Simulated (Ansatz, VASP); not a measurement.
# AlCuAu: VASP beside Ansatz, part 2 of 2

Wanted: the spread between two codes on one cell, functional and k mesh. The cell is invented: As first built, before any earlier steps moved the atoms (in the runner's words): it takes the LiAlAu structure with some of its atoms replaced by other elements, volume scaled by an estimate. It may not be a known or stable phase. The cell is taken from a series of VASP runs on this material, whose earlier steps may have relaxed, scaled or displaced it; both programs get it as it stands.

VASP 6.6.1 and Ansatz 0.2.0.

So far. Step 2 (VASP: single point, PBE): The run ends at a pressure of -0.77 GPa, with forces up to 0.0087 eV/Å.

## Step 3: Ansatz: single point, PBE

Level of this step: Ansatz beside VASP: Kohn-Sham DFT, plane waves, PBE (Ansatz).

Ansatz runs on its default PAW (the set named soft_2) files.

The same cell, functional, mesh and smearing now go to Ansatz, which takes its cutoff from its data sets.

The input, input.yaml:

```yaml
crystal:
  lattice:
    - [-6.4699105275, 3.7354050424, 5.5570256895]
    - [6.4699105275, -3.7354050424, 5.5570256895]
    - [2.1566375561, 3.7354050828, -5.5570256895]
  atoms:
    - { symbol: Au, position: [0.0, 0.0, 0.0] }
    - { symbol: Au, position: [0.5, 0.5, 0.0] }
    - { symbol: Au, position: [0.5, 0.0, 0.5] }
    - { symbol: Au, position: [0.0, 0.5, 0.5] }
    - { symbol: Au, position: [0.25, 0.25, 0.0] }
    - { symbol: Au, position: [0.75, 0.75, 0.0] }
    - { symbol: Au, position: [0.75, 0.25, 0.5] }
    - { symbol: Au, position: [0.25, 0.75, 0.5] }
    - { symbol: Cu, position: [0.708333335, 0.541666665, 0.5] }
    - { symbol: Cu, position: [0.208333335, 0.041666665, 0.5] }
    - { symbol: Cu, position: [0.208333335, 0.541666665, 0.0] }
    - { symbol: Cu, position: [0.708333335, 0.041666665, 0.0] }
    - { symbol: Cu, position: [0.291666665, 0.458333335, 0.5] }
    - { symbol: Cu, position: [0.791666665, 0.958333335, 0.5] }
    - { symbol: Cu, position: [0.791666665, 0.458333335, 0.0] }
    - { symbol: Cu, position: [0.291666665, 0.958333335, 0.0] }
    - { symbol: Al, position: [0.458333335, 0.291666665, 0.5] }
    - { symbol: Al, position: [0.958333335, 0.791666665, 0.5] }
    - { symbol: Al, position: [0.958333335, 0.291666665, 0.0] }
    - { symbol: Al, position: [0.458333335, 0.791666665, 0.0] }
    - { symbol: Al, position: [0.541666665, 0.708333335, 0.5] }
    - { symbol: Al, position: [0.041666665, 0.208333335, 0.5] }
    - { symbol: Al, position: [0.041666665, 0.708333335, 0.0] }
    - { symbol: Al, position: [0.541666665, 0.208333335, 0.0] }
hamiltonian:
  xc: pbe
  pseudopotentials: { kind: paw }
kpoints:
  mp_grid: { grid: [8, 8, 8] }
scf:
  occupations: { method: methfessel_paxton, width: 0.2 }
  n_extra_bands: 10
output:
  forces: true
  stress: true
  eigenvalues: true
```

The run is started by

```bash
ansatz run input.yaml --threads 8 --pin off --max-ram 18432MiB --backend cpu --events-out ev --progress --plain --runs-dir out
```

Numbers of over 12 decimals in the logs are rounded to 6 here.

Output:

```text
scf.n_extra_bands = 10 over 164 filled bands (N_el = 328.0): the run solves 174 bands
Engine: ansatz 0.2.0, aarch64-unknown-linux-gnu
Pseudopotentials: kind: paw
Pseudopotential: Au, paw, valence charge 19, recommended cutoff 420 eV (normal), Au.paw.azcp
Pseudopotential: Cu, paw, valence charge 19, recommended cutoff 420 eV (normal), Cu.paw.azcp
Pseudopotential: Al, paw, valence charge 3, recommended cutoff 420 eV (normal), Al.paw.azcp
Functional definition: PBE
  parameter kappa = 0.804
  parameter beta = 0.066725
  exchange = pbe_x(kappa = kappa, mu = beta*pi^2/3)
  correlation = pbe_c(beta = beta)
Crystal: 24 atoms, lattice volume = 358.135 Å³
Basis set: ecut = 420 eV, 7029 PW (Γ), exchange–correlation on 128×128×96 points (8 copies of the dense FFT grid, shifted against one another)
Bands: 174, of which v1, the nominal top of the filled ones, is band 164 counted from 1 (163 counted from 0)
Symmetry: 32 space group operations
Space group: P63/mmc (ITA 194), of the structure as read, at distance tolerance 7.1e-5 Å
k-points: 95 of 512
Non-local potential: Au, projectors of the file, l = 0: 3, l = 1: 2, l = 2: 2, l = 3: 1
Non-local potential: Cu, projectors of the file, l = 0: 3, l = 1: 2, l = 2: 3, l = 3: 1
Non-local potential: Al, projectors of the file, l = 0: 2, l = 1: 2, l = 2: 1
PAW form: soft (Blöchl's): semilocal exchange-correlation on the pseudo side does not see the compensation charge
PAW one-centre angular grid: Au, 590 points (default); XC on 64 Gauss nodes
PAW one-centre angular grid: Cu, 590 points (default); XC on 64 Gauss nodes
PAW one-centre angular grid: Al, 110 points (default); XC on 64 Gauss nodes
Initial density: superposition of atomic densities (neutral atoms: chi_scale 0, normalization atom), corrected by the library's trained network
Initial wavefunctions: pseudopotential atomic-orbital guess
Functional: x = pbe(κ = 0.804, μ = 0.219515), c = pbe(β = 0.066725)
SCF iter   1: F=—  HF=-162500.761223 eV  |F-HF|=—  |Δ(HF+E_count)|=         —  Δρ=3.32e-3  dr2=3.36e-2  ethr=1.77e-3  ⟨swp⟩=5.0  Hψ=60845  notcnv=0
preconditioner: auto → Kerker (q_TF=auto, 2.689 Å⁻¹)  [metal: Δε(μ)=0.005 eV  Ē_g=6.057 eV  σ=0.200 eV  W_gap=0.02  n_scr=108 (ndim 8)  ℏωp=27.7 eV  f_vac=0.000  D(μ)=4.77/eV (n_scr^D=18)]
SCF iter   2: F=—  HF=-162500.756190 eV  |F-HF|=—  |Δ(HF+E_count)|=   5.03e-3  S|Δr|=    0.00e0  Δρ=1.57e-3  dr2=6.23e-3  ethr=1.02e-5  ⟨swp⟩=2.0  Hψ=26284  notcnv=0  defer=1
SCF iter   3: F=—  HF=-162500.755942 eV  |F-HF|=—  |Δ(HF+E_count)|=   2.48e-4  S|Δr|=    0.00e0  Δρ=6.36e-4  dr2=1.26e-3  ethr=1.90e-6  ⟨swp⟩=2.4  Hψ=25743  notcnv=0  defer=1
SCF iter   4: F=—  HF=-162500.756353 eV  |F-HF|=—  |Δ(HF+E_count)|=   4.11e-4  S|Δr|=    0.00e0  Δρ=1.10e-3  dr2=2.39e-3  ethr=3.85e-7  ⟨swp⟩=2.0  Hψ=31962  notcnv=0  defer=1  recentre
SCF iter   5: F=—  HF=-162500.755787 eV  |F-HF|=—  |Δ(HF+E_count)|=   5.66e-4  S|Δr|=    0.00e0  Δρ=1.02e-4  dr2=3.79e-5  ethr=3.85e-7  ⟨swp⟩=2.1  Hψ=31709  notcnv=0  defer=1
SCF iter   6: F=—  HF=-162500.755410 eV  |F-HF|=—  |Δ(HF+E_count)|=   3.78e-4  S|Δr|=    0.00e0  Δρ=8.40e-5  dr2=1.70e-5  ethr=1.16e-8  ⟨swp⟩=2.0  Hψ=25882  notcnv=0  defer=1
SCF iter   7: F=—  HF=-162500.755406 eV  |F-HF|=—  |Δ(HF+E_count)|=   3.38e-6  S|Δr|=    0.00e0  Δρ=8.58e-6  dr2=2.11e-7  ethr=5.19e-9  ⟨swp⟩=2.0  Hψ=21284  notcnv=0  defer=1
SCF iter   8: F=—  HF=-162500.755406 eV  |F-HF|=—  |Δ(HF+E_count)|=   1.01e-7  S|Δr|=    0.00e0  Δρ=9.36e-6  dr2=1.98e-7  ethr=3.05e-11  ⟨swp⟩=7.1  Hψ=72849  notcnv=0
SCF iter   9: F=-162500.755406 eV  HF=-162500.755406 eV  |F-HF|=2.04e-10  |Δ(HF+E_count)|=   2.88e-8  S|Δr|=    0.00e0  Δρ=8.56e-7  dr2=2.09e-9  ethr=3.05e-11  ⟨swp⟩=2.9  Hψ=51407  notcnv=0
SCF 1 converged in 9 iterations: F = -162500.755406 eV  dr2 = 2.09e-9
  greatest PAW one-centre occupation: 1.000 electrons in one spin orbital (limit 2), on the Au atom at site 7 (counted from 0), in its partial waves of l = 0
SCF converged after 9 iterations
Stability not checked: this state was not tested for a lower state beside it, because cold or Methfessel-Paxton smearing, or corrected tetrahedra, fill the levels in a way that the test cannot read (fill_not_monotonic; see scf.lower_state_search)
Free energy (F): -162500.755406 eV
Harris-Foulkes:  -162500.755406 eV  (|F-HF|=2.04e-10)
Internal energy: -162500.752579 eV  (E = F + TS)
E sigma→0 (E₀):  -162500.754700 eV
Entropy (-TS):   -0.002827 eV (-0.118 meV/atom)
Fermi energy:    15.998934 eV
--- Per-component energies (eV) ---
  E_band       = -5417.341641
  E_kinetic    = 7414.926401
  E_local      = -57329.400085  (includes V_loc(G=0)·N_el)
  E_nonlocal   = 3789.338536
  E_hartree    = 25310.436014
  E_xc         = -2863.066827
  E_vxc        = -3365.107493  (∫ρ·V_xc dr)
  E_paw        = -94699.086115  (= ΣΔE_a)
  E_vpaw       = -6547.994956  (= ΣTr[D̂ρ^β])
  E_aug_tail   = 0.013821  (compensation charges beyond the density's cutoff)
  E_ewald      = -44123.914324
  E_smearing   = -0.002827  (= −TS)
  E_closure    = 0.000000  (closes the sum)
  Σ components = -162500.755406   (vs F -162500.755406, Δ=0.00e0)
--- Forces (eV/Å), atoms counted from 1 ---
  atom   1  Au    -0.00000000     0.00000000     0.00000000
  atom   2  Au    -0.00000000     0.00000000    -0.00000000
  atom   3  Au     0.00000000     0.00000000    -0.00000000
  atom   4  Au     0.00000000     0.00000000    -0.00000000
  atom   5  Au    -0.00000000     0.00000000     0.00000000
  atom   6  Au     0.00000000     0.00000000     0.00000000
  atom   7  Au     0.00000000    -0.00000000     0.00000000
  atom   8  Au     0.00000000    -0.00000000     0.00000000
  atom   9  Cu     0.00052296    -0.00030193     0.00000000
  atom  10  Cu     0.00052296    -0.00030193    -0.00000000
  atom  11  Cu     0.00052296    -0.00030193    -0.00000000
  atom  12  Cu     0.00052296    -0.00030193     0.00000000
  atom  13  Cu    -0.00052296     0.00030193    -0.00000000
  atom  14  Cu    -0.00052296     0.00030193     0.00000000
  atom  15  Cu    -0.00052296     0.00030193     0.00000000
  atom  16  Cu    -0.00052296     0.00030193    -0.00000000
  atom  17  Al     0.00057603    -0.00033257    -0.00000000
  atom  18  Al     0.00057603    -0.00033257     0.00000000
  atom  19  Al     0.00057603    -0.00033257     0.00000000
  atom  20  Al     0.00057603    -0.00033257    -0.00000000
  atom  21  Al    -0.00057603     0.00033257     0.00000000
  atom  22  Al    -0.00057603     0.00033257    -0.00000000
  atom  23  Al    -0.00057603     0.00033257    -0.00000000
  atom  24  Al    -0.00057603     0.00033257    -0.00000000
  max |Σ_I F_I| component: 1.91e-17 eV/Å
--- Stress (GPa, compression-positive) ---
        0.623452       0.013286       0.000000
        0.013286       0.638794       0.000000
       -0.000000       0.000000      -1.634494
  P = ⅓ Tr σ = -0.1241 GPa (-1.241 kbar)
--- Band table (eV; the first three rows and the last of 95) ---
  k-point 0: bands = [... 160 lower, 16.0154, 16.0154, 16.0154, 16.0154, 16.2867, 16.4541, 17.1983, 17.3184, ... 6 higher]
  k-point 1: bands = [... 160 lower, 15.7525, 15.7525, 15.7525, 15.7525, 15.9643, 16.2227, 16.3321, 16.4034, ... 6 higher]
  k-point 2: bands = [... 160 lower, 14.8309, 14.8805, 15.3580, 15.3580, 15.3580, 15.3580, 16.0185, 16.4634, ... 6 higher]
  k-point 94: bands = [... 160 lower, 16.0153, 16.0153, 16.2869, 16.2869, 16.4539, 16.4539, 17.1982, 17.1982, ... 6 higher]
```

It took 92 s on 8 threads of Arm Neoverse V1, shared host; peak memory 5.5 GiB.

The column dr2 measures how far the density is from self-consistency, as an energy; F and HF (Harris–Foulkes) agree once it is small.

The run ends at a pressure of -0.12 GPa, with forces up to 6.7e-4 eV/Å.

## Step 4: Comparison

Known differences besides the potentials themselves: the data sets hold 328 valence electrons in Ansatz (default PAW (the set named soft_2) files) and 200 in VASP; the cutoff is 420 eV in Ansatz and 300 eV in VASP (PREC = Normal, projectors in real space); VASP leaves aspherical gradient terms in its spheres out (LASPH is not set), Ansatz keeps them. Total energies have different zeros and are not compared.

Compared:

```csv
quantity,Ansatz,VASP,difference
pressure (GPa),-0.12,-0.77,+0.64
pressure without Ansatz's Pulay correction (GPa),-0.20,-0.77,+0.57
```

At this near-relaxed geometry the largest component of a force difference is 8 meV/Å. VASP's last cycles still show a density residual of 3e-03, so its state may not be settled. Ansatz's pressure holds a Pulay correction of 0.08 GPa; VASP's holds none.

## Step 5: Outcome

- difference in pressure (single point, PBE): 0.64 GPa

In words: The difference in pressure is 0.64 GPa (single point, PBE), within the 1 GPa picked in this series as the mark of a large difference. Such differences can come from data sets, numerical settings and the points named under the comparisons, not from the functional's error against experiment.

[Lines on the potential files, build, host, timing and source positions are cut from VASP's logs without a mark.]

[Logs are printed without paths, hosts, clocks, repeated set-up lines and the standing remarks that a program may print on its own settings, such as how far it seeks lower states.]

[Hosts, paths, dates, database ids (printed as entryN), source tags and the programs' standing remarks are cut or masked in the printed files.]
